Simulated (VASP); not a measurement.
These are PBE GGA, VASP's PBE PAW potentials (set 64) (plane waves; VASP) values and carry that method's errors.

A VASP calculation is set up with these files.

KPOINTS:
```
Regular mesh
0
G
7 4 1
```

### INCAR
```
ALGO = Normal
SIGMA = 0.272
ENCUT = 300   # plane-wave cut-off (eV)
LMAXMIX = 4   # l cut-off of mixed one-centre charges
IDIPOL = 3
DIPOL = 0.5 0.5 0.5
LCHARG = F
LREAL = F   # projection in real space or not
ISMEAR = 0   # Gaussian
ISIF = 2
LWAVE = F
LDIPOL = T
EDIFF = 1E-6   # SCF stop (eV)
NELM = 100   # most electronic steps
PREC = Accurate
GGA = PE   # PBE
SYSTEM = I
LASPH = T   # aspherical one-centre terms
```

File POSCAR:
```
I
1
    4.8819680000     0.0000000000     0.0000000000
    0.0000000000     9.9779680000     0.0000000000
    0.0000000000     0.0000000000    18.6350090000
I
8
Direct
  0.8460000000   0.8830000000   0.5975320000
  0.6540000000   0.3830000000   0.5975320000
  0.3460000000   0.6170000000   0.5975320000
  0.1540000000   0.1170000000   0.5975320000
  0.3460000000   0.8830000000   0.4024680000
  0.1540000000   0.3830000000   0.4024680000
  0.8460000000   0.6170000000   0.4024680000
  0.6540000000   0.1170000000   0.4024680000
```

POTCAR, in this order: I (PBE.64 set). Program: vasp_std.

Output of the run:

### OUTCAR
```
 ion  position               nearest neighbor table
   1  0.846  0.883  0.598-   4 2.78
   2  0.654  0.383  0.598-   3 2.78
   3  0.346  0.617  0.598-   2 2.78
   4  0.154  0.117  0.598-   1 2.78
   5  0.346  0.883  0.402-   8 2.78
   6  0.154  0.383  0.402-   7 2.78
   7  0.846  0.617  0.402-   6 2.78
   8  0.654  0.117  0.402-   5 2.78
  LATTYP: Found a simple orthorhombic cell.
 ALAT       =     4.8819680000
 B/A-ratio  =     2.0438413361
 C/A-ratio  =     3.8171100261
 Subroutine PRICEL returns:
 Original cell was already a primitive cell.
 Subroutine GETGRP returns: Found  8 space group operations
The static configuration has the point symmetry C_2 .
 The point group associated with its full space group is D_2h.
The dynamic configuration has the point symmetry C_2 .
 Subroutine INISYM returns: Found  8 space group operations
 Subroutine IBZKPT returns following result:
 Found     12 irreducible k-points:

 Following reciprocal coordinates:
            Coordinates               Weight
...
```

OSZICAR:
```
       N       E                     dE             d eps       ncg     rms          rms(c)
DAV:   1     0.384614073308E+03    0.38461E+03   -0.13041E+04   800   0.776E+02
DAV:   2     0.451079093696E+02   -0.33951E+03   -0.33584E+03  1247   0.172E+02
DAV:   3    -0.106413198639E+02   -0.55749E+02   -0.55614E+02   970   0.790E+01
DAV:   4    -0.124100352031E+02   -0.17687E+01   -0.17650E+01   880   0.185E+01
DAV:   5    -0.124621068389E+02   -0.52072E-01   -0.52067E-01  1004   0.362E+00    0.114E+01
DAV:   6    -0.120857511212E+02    0.37636E+00   -0.33912E-01   803   0.237E+00    0.787E+00
DAV:   7    -0.119790867309E+02    0.10666E+00   -0.86861E-01   811   0.380E+00    0.103E+00
DAV:   8    -0.119553808782E+02    0.23706E-01   -0.12083E-01   810   0.146E+00    0.433E-01
DAV:   9    -0.119558240947E+02   -0.44322E-03   -0.39075E-03   909   0.292E-01    0.223E-01
DAV:  10    -0.119565095769E+02   -0.68548E-03   -0.58304E-04   821   0.108E-01    0.795E-02
DAV:  11    -0.119567637691E+02   -0.25419E-03   -0.12699E-04   825   0.473E-02    0.238E-02
DAV:  12    -0.119570496757E+02   -0.28591E-03   -0.75484E-05   806   0.341E-02    0.106E-02
DAV:  13    -0.119573639480E+02   -0.31427E-03   -0.10034E-04   852   0.330E-02    0.171E-02
DAV:  14    -0.119574568461E+02   -0.92898E-04   -0.24543E-05   736   0.150E-02    0.926E-03
DAV:  15    -0.119574862869E+02   -0.29441E-04   -0.81272E-06   730   0.105E-02    0.628E-03
DAV:  16    -0.119574976383E+02   -0.11351E-04   -0.50211E-06   703   0.745E-03    0.390E-03
DAV:  17    -0.119574983647E+02   -0.72647E-06   -0.54638E-07   426   0.321E-03
   1 F= -.11957498E+02 E0= -.11957127E+02  d E =-.743695E-03
```

OUTCAR:
```
------------------------ aborting loop because EDIFF is reached ----------------------------------------
  FORCE on cell =-STRESS in cart. coord.  units (eV):
  Direction    XX          YY          ZZ          XY          YZ          ZX
  --------------------------------------------------------------------------------------
  Total       -1.6549590     -2.5710008      1.2351994     -0.0000000      0.0000000      0.0000000
  in kB       -2.9209975     -4.5378084      2.1801230     -0.0000000      0.0000000      0.0000000
  external PRESSURE =      -1.7595610 kB  Pullay stress =       0.0000000 kB
  volume of cell :      907.75
      direct lattice vectors                 reciprocal lattice vectors
     4.881968000  0.000000000  0.000000000     0.204835427  0.000000000  0.000000000
     0.000000000  9.977968000  0.000000000     0.000000000  0.100220806  0.000000000
     0.000000000  0.000000000 18.635009000     0.000000000  0.000000000  0.053662437
 POSITION                                       TOTAL-FORCE (eV/Angst)
 -----------------------------------------------------------------------------------
      4.13014      8.81055     11.13501         0.053023     -0.133985      0.086120
      3.19281      3.82156     11.13501        -0.053023     -0.133985      0.086120
      1.68916      6.15641     11.13501         0.053023      0.133985      0.086120
      0.75182      1.16742     11.13501        -0.053023      0.133985      0.086120
      1.68916      8.81055      7.49999         0.053023     -0.133985     -0.086120
      0.75182      3.82156      7.49999        -0.053023     -0.133985     -0.086120
      4.13014      6.15641      7.49999         0.053023      0.133985     -0.086120
      3.19281      1.16742      7.49999        -0.053023      0.133985     -0.086120
 -----------------------------------------------------------------------------------
    total drift:                               -0.000000      0.000000      0.000000
  FREE ENERGIE OF THE ION-ELECTRON SYSTEM (eV)
  ---------------------------------------------------
  free  energy   TOTEN  =       -11.9574983647 eV

  energy  without entropy=      -11.9567546697  energy(sigma->0) =      -11.95712652
```
(Selected blocks of OUTCAR.)

The cell holds a wide vacuum, so values per volume refer to the whole cell.

The cell is a sheet with vacuum, built from a generated structure.
